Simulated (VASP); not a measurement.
Here is the system:

```
CELL_PARAMETERS angstrom
      0.00000     1.92074     1.92074
      1.92074     0.00000     1.92074
      1.92074     1.92074     0.00000
ATOMIC_POSITIONS crystal
  Pd 0.00000 0.00000 0.00000
```

All values below come from LDA (Ceperley-Alder, Perdew-Zunger), VASP's LDA PAW potentials (set 64) (plane waves; VASP). Run with 500 eV cut-off, 16×16×16 Γ-centred mesh, first-order Methfessel-Paxton smearing of 0.10 eV, potentials Pd.

Task: What does the run give for the energy per atom (σ→0), band gap (on the k-mesh) with the smallest direct gap where there is one?

Result: 
The band gap (on the k-mesh) is none (metal, semimetal or under 0.01 eV) and the energy per atom (σ→0) comes out as -6.493 eV/atom.

Total energies compare only between runs with the same potentials, cut-off and functional.

The compound is Pd in the fcc structure. It was relaxed first.
